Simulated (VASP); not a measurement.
# Lattice of CuAu (Tetraauricupride) across functionals and dispersion corrections

Which functional gives the lattice of CuAu (Tetraauricupride) as experiment finds it, and is a dearer one worth its cost? The levels: PBE, LDA, r2SCAN and PBE + D3(BJ). The start is a cell from a database of measured crystal structures.

Program: VASP 6.6.1. Level of theory: PBE; plane waves and PAW (Cu, Au), in the first sound run; inputs show where later runs differ. Results are calculated unless marked as measured.

**1. Set-up**

Before any relaxation, the start is as follows. It takes space group P4/mmm (No. 123, tetragonal). The conventional cell has a = 2.800 Å, b = 2.800 Å, c = 3.670 Å, α = 90.00°, β = 90.00°, γ = 90.00°. Nearest to Cu lie 8 Au at 2.70 Å and 4 Cu at 2.80 Å. Nearest to Au lie 8 Cu at 2.70 Å and 4 Au at 2.80 Å. Farther neighbours are not listed.

Coordinates:

```
Cu Au
1.0
     2.80000    0.00000    0.00000
     0.00000    2.80000    0.00000
     0.00000    0.00000    3.67000
Cu Au
1 1
Cartesian
  1.4000 1.4000 1.8350
  0.0000 0.0000 0.0000
```

**2. Relaxation with PBE**

Properties are meant for the cell that this level of theory prefers, so cell and atoms are relaxed first (ISIF = 3) until forces and stress are small; EDIFFG sets the threshold. PBE, the usual starting point, adds the gradient of the density.

INCAR

```
SYSTEM = CuAu
PREC = Accurate
ENCUT = 520
EDIFF = 1E-06
NELM = 100
ISMEAR = -1
SIGMA = 0.05
LREAL = .FALSE.
ALGO = Normal
GGA = PE
NBANDS = 17
LASPH = .TRUE.
LORBIT = 11
LWAVE = .FALSE.
LCHARG = .FALSE.
KPAR = 2
IBRION = 2
NSW = 60
ISIF = 3
EDIFFG = -0.01
```

POSCAR

```
CuAu
1.0
    2.8000000000      0.0000000000      0.0000000000
    0.0000000000      2.8000000000      0.0000000000
    0.0000000000      0.0000000000      3.6700000000
Cu Au
1 1
Direct
    0.5000000000      0.5000000000      0.5000000000
    0.0000000000      0.0000000000      0.0000000000
```

KPOINTS

```
Automatic mesh
0
Gamma
9 9 7
0 0 0
```

The projector-augmented-wave data sets are Cu and Au (PBE family, release 64).

Started as:

```
> mpirun -np 2 vasp_std
```

Log:

```text
[banner, memory and clock lines left out]
running    2 mpi-ranks, on    1 nodes
 distrk:  each k-point on    1 cores,    2 groups
 distr:  one band on    1 cores,    1 groups

 POSCAR found type information on POSCAR CuAu
 POSCAR found :  2 types and       2 ions
 LDA part: xc-table for (Slater+PW92), standard interpolation
 POSCAR, INCAR and KPOINTS ok, starting setup
 FFT: planning ... GRIDC
 FFT: planning ... GRID_SOFT
 FFT: planning ... GRID
 WAVECAR not read
 entering main loop
       N       E                     dE             d eps       ncg     rms          rms(c)
DAV:   1     0.126515548194E+03    0.12652E+03   -0.11188E+04  2193   0.184E+03
DAV:   2    -0.348108032507E+01   -0.13000E+03   -0.12275E+03  2068   0.303E+02
DAV:   3    -0.797376685283E+01   -0.44927E+01   -0.44133E+01  2479   0.672E+01
DAV:   4    -0.803088620397E+01   -0.57119E-01   -0.57082E-01  2533   0.627E+00
DAV:   5    -0.803243869723E+01   -0.15525E-02   -0.15524E-02  2855   0.107E+00    0.118E+01
DAV:   6    -0.746113719253E+01    0.57130E+00   -0.70185E+00  2169   0.736E+01    0.545E+00
DAV:   7    -0.712936731463E+01    0.33177E+00   -0.27859E+00  2501   0.781E+01    0.583E+00
DAV:   8    -0.706131055992E+01    0.68057E-01   -0.26295E-01  2845   0.131E+01    0.273E+00
DAV:   9    -0.705471920592E+01    0.65914E-02   -0.15664E-02  3081   0.245E+00    0.129E-01
DAV:  10    -0.705442999581E+01    0.28921E-03   -0.24351E-03  2875   0.899E-01    0.752E-02
DAV:  11    -0.705441949716E+01    0.10499E-04   -0.80284E-05  3116   0.157E-01    0.296E-02
DAV:  12    -0.705441585357E+01    0.36436E-05   -0.67593E-06  2745   0.772E-02    0.452E-03
DAV:  13    -0.705441566621E+01    0.18736E-06   -0.51955E-07  1252   0.928E-03
   1 F= -.70544157E+01 E0= -.70524980E+01  d E =-.705442E+01
 curvature:   0.00 expect dE= 0.000E+00 dE for cont linesearch  0.000E+00
 trial: gam= 0.00000 g(F)=  0.000E+00 g(S)=  0.976E-01 ort = 0.000E+00 (trialstep = 0.100E+01)
 search vector abs. value=  0.976E-01
 bond charge predicted
       N       E                     dE             d eps       ncg     rms          rms(c)
DAV:   1    -0.940756795240E+01   -0.23532E+01   -0.35886E+01  2250   0.123E+02    0.111E+01
DAV:   2    -0.755320556141E+01    0.18544E+01   -0.10331E+01  2141   0.110E+02    0.449E+00
DAV:   3    -0.729430763867E+01    0.25890E+00   -0.52974E+00  2218   0.584E+01    0.543E+00
DAV:   4    -0.710011556850E+01    0.19419E+00   -0.34634E-01  2604   0.262E+01    0.302E+00
DAV:   5    -0.706606109466E+01    0.34054E-01   -0.26393E-01  2674   0.183E+01    0.103E+00
DAV:   6    -0.705538402791E+01    0.10677E-01   -0.55329E-02  2983   0.651E+00    0.114E-01
DAV:   7    -0.705537849112E+01    0.55368E-05   -0.10221E-03  2883   0.330E-01    0.584E-02
DAV:   8    -0.705533482043E+01    0.43671E-04   -0.28768E-04  2553   0.538E-01    0.123E-02
DAV:   9    -0.705533312470E+01    0.16957E-05   -0.29712E-05  2996   0.151E-01    0.486E-03
DAV:  10    -0.705533321544E+01   -0.90737E-07   -0.48268E-07  1172   0.206E-02
   2 F= -.70553332E+01 E0= -.70531106E+01  d E =-.917549E-03
 trial-energy change:   -0.000918  1 .order   -0.004740   -0.097646    0.088166
 step:   0.4947(harm=  0.5255)  dis= 0.00000  next Energy=    -7.078104 (dE=-0.237E-01)
 bond charge predicted
       N       E                     dE             d eps       ncg     rms          rms(c)
DAV:   1    -0.773578987427E+01   -0.68046E+00   -0.86334E+00  2193   0.557E+01    0.646E+00
DAV:   2    -0.745917097564E+01    0.27662E+00   -0.60029E+00  2123   0.678E+01    0.395E+00
DAV:   3    -0.709066174815E+01    0.36851E+00   -0.18104E+00  2373   0.631E+01    0.165E+00
DAV:   4    -0.708212493322E+01    0.85368E-02   -0.83584E-02  2942   0.481E+00    0.956E-01
DAV:   5    -0.707831516478E+01    0.38098E-02   -0.16367E-02  3080   0.311E+00    0.232E-01
DAV:   6    -0.707772332718E+01    0.59184E-03   -0.32421E-03  3056   0.138E+00    0.294E-02
DAV:   7    -0.707773801439E+01   -0.14687E-04   -0.16684E-04  2908   0.364E-01    0.300E-02
DAV:   8    -0.707772886999E+01    0.91444E-05   -0.43724E-05  2654   0.218E-01    0.380E-03
DAV:   9    -0.707772866963E+01    0.20036E-06   -0.14002E-06  1261   0.325E-02
   3 F= -.70777287E+01 E0= -.70756507E+01  d E =-.233130E-01
 curvature:  -0.26 expect dE=-0.285E-05 dE for cont linesearch -0.210E-05
 trial: gam= 0.00000 g(F)=  0.517E-62 g(S)=  0.109E-04 ort =-0.886E-03 (trialstep = 0.899E+00)
 search vector abs. value=  0.109E-04
 reached required accuracy - stopping structural energy minimisation
```

Elapsed: 14 s, on 2 MPI ranks of Intel Xeon 6975P-C (Granite Rapids), shared host; peak memory 0.31 GiB.

The logs omit lines about the potential files and the build; timing stands in the text.

OUTCAR, selected parts (step 2):

```text
ion  position               nearest neighbor table
   1  0.500  0.500  0.500-   2 2.70   2 2.70   2 2.70   2 2.70   2 2.70   2 2.70   2 2.70   2 2.70

  LATTYP: Found a simple tetragonal cell.
 ALAT       =     2.8000000000
 C/A-ratio  =     1.3107142857

 Subroutine GETGRP returns: Found 16 space group operations
 (whereof 16 operations were pure point group operations)

The static configuration has the point symmetry D_4h.

 Found     60 irreducible k-points:

   k-points           NKPTS =     60   k-points in BZ     NKDIM =     60   number of bands    NBANDS=     17

   dimension x,y,z NGX =    24 NGY =   24 NGZ =   28
   dimension x,y,z NGXF=    48 NGYF=   48 NGZF=   56

   ENCUT  =  520.0 eV  38.22 Ry    6.18 a.u.   5.21  5.21  6.82*2*pi/ulx,y,z

   NELECT =      22.0000    total number of electrons

 k-points in reciprocal lattice and weights: Automatic mesh
   0.00000000  0.00000000  0.00000000       0.002
   0.11111111  0.00000000  0.00000000       0.007
   0.22222222  0.00000000  0.00000000       0.007
   0.33333333  0.00000000  0.00000000       0.007
   0.44444444  0.00000000  0.00000000       0.007
   0.11111111  0.11111111  0.00000000       0.007
   0.22222222  0.11111111  0.00000000       0.014
   0.33333333  0.11111111  0.00000000       0.014
   0.44444444  0.11111111  0.00000000       0.014
[...]
0.44444444  0.33333333  0.42857143       0.028
   0.44444444  0.44444444  0.42857143       0.014

 average (electrostatic) potential at core
       1 -62.6516       2 -65.5964

 E-fermi :   8.2745

 k-point     1 :       0.0000    0.0000    0.0000
  band No.  band energies     occupation
    ...
      7       5.5726      2.00000
      8       6.2206      2.00000
      9       6.6394      2.00000
     10       6.8494      2.00000
     11       6.8494      2.00000
     12      10.4675      0.00000
     13      16.0919      0.00000
     14      18.1867      0.00000
     15      18.1867      0.00000
     16      24.7416      0.00000
    ...

 k-point     2 :       0.1111    0.0000    0.0000
  band No.  band energies     occupation
    ...
      7       5.6135      2.00000
      8       6.2117      2.00000
      9       6.4900      2.00000
     10       6.5318      2.00000
     11       6.7936      2.00000
     12      11.2072      0.00000
     13      15.5994      0.00000
     14      17.0266      0.00000
     15      18.6555      0.00000
     16      24.3822      0.00000
    ...

 k-point     3 :       0.2222    0.0000    0.0000
  band No.  band energies     occupation
    ...
      7       5.6571      2.00000
      8       5.9460      2.00000
      9       6.2581      2.00000
     10       6.3069      2.00000
     11       6.6359      2.00000
     12      12.8556      0.00000
     13      13.2364      0.00000
     14      16.6453      0.00000
     15      19.9400      0.00000
     16      23.1714      0.00000
    ...

  Total       -0.0068202     -0.0068202     -0.0189502      0.0000000      0.0000000      0.0000000
  in kB       -0.3644316     -0.3644316     -1.0125892      0.0000000      0.0000000      0.0000000
  external PRESSURE =      -0.5804841 kB  Pullay stress =       0.0000000 kB

  energy-cutoff  :      520.00
  volume of cell :       29.98
      direct lattice vectors                 reciprocal lattice vectors
     2.840226876  0.000000000 -0.000000000     0.352084549  0.000000000  0.000000000
     0.000000000  2.840226876 -0.000000000     0.000000000  0.352084549  0.000000000
    -0.000000000 -0.000000000  3.716928773     0.000000000  0.000000000  0.269039323

 POSITION                                       TOTAL-FORCE (eV/Angst)
 -----------------------------------------------------------------------------------
      1.42011      1.42011      1.85846         0.000000      0.000000      0.000000
      0.00000      0.00000      0.00000        -0.000000     -0.000000      0.000000
 -----------------------------------------------------------------------------------
    total drift:                                0.000000      0.000000     -0.000000

  FREE ENERGIE OF THE ION-ELECTRON SYSTEM (eV)
  ---------------------------------------------------
  free  energy   TOTEN  =        -7.0777286696 eV

  energy  without entropy=       -7.0735727019  energy(sigma->0) =       -7.07565069

 reached required accuracy - stopping structural energy minimisation

 total charge
# of ion       s       p       d       tot
------------------------------------------
    1        0.368   0.297   9.221   9.886
    2        0.601   0.398   8.697   9.696
--------------------------------------------------
tot          0.969   0.696  17.917  19.582

[... 3 further parts left out ...]
```

The k-mesh is coarse for a metal. The run keeps the 16 symmetry operations of its start, so it cannot find a distortion of lower symmetry.

The steps of the relaxation:

```csv
step,energy less that of the first step (eV),largest force (eV/Å),pressure (GPa),volume (Å³)
1,0.0000,0.0000,6.46,28.77
2,-0.0009,0.0000,-5.37,31.26
3,-0.0233,0.0000,-0.06,29.98
```

```csv
"conventional cell, symmetrised",before,after,change
a (Å),2.800,2.840,+1.4 %
b (Å),2.800,2.840,+1.4 %
c (Å),3.670,3.717,+1.3 %
volume (Å³/atom),14.39,14.99,+4.2 %
```

The relaxed structure:

```cif
data_structure
_symmetry_space_group_name_H-M 'P 1'
_symmetry_Int_Tables_number 1
_cell_length_a 2.8402
_cell_length_b 2.8402
_cell_length_c 3.7169
_cell_angle_alpha 90.000
_cell_angle_beta 90.000
_cell_angle_gamma 90.000
_cell_volume 29.98
loop_
_atom_site_label
_atom_site_type_symbol
_atom_site_fract_x
_atom_site_fract_y
_atom_site_fract_z
_atom_site_occupancy
Cu1 Cu 0.50000 0.50000 0.50000 1
Au2 Au 0.00000 0.00000 0.00000 1
```

Numbers from this step:

```
electrons                       : 22
bands                           : 17
irreducible k-points            : 60
symmetry operations             : 16
free energy (TOTEN)             : -7.078 eV
energy at zero smearing         : -7.076 eV
Fermi energy                    : 8.274 eV
pressure                        : -0.05805 GPa
metallic                        : yes
SCF cycles over all ionic steps : 32
```

It ends with forces that vanish by symmetry and a pressure of -0.06 GPa. The volume lies +4.2 % from that of the database's start. The conventional cell has a = 2.840 and c = 3.717 Å.

[end of part 1 of 2]

[Lines on the potential files, build, host, timing and source positions are cut from VASP's logs without a mark.]

[Logs are printed without paths, hosts, clocks, repeated set-up lines and the standing remarks that a program may print on its own settings, such as how far it seeks lower states.]

[Hosts, paths, dates, database ids (printed as entryN), source tags and the programs' standing remarks are cut or masked in the printed files.]

[A measured line is paired with the nearest computed mode of its activity, which favours agreement.]
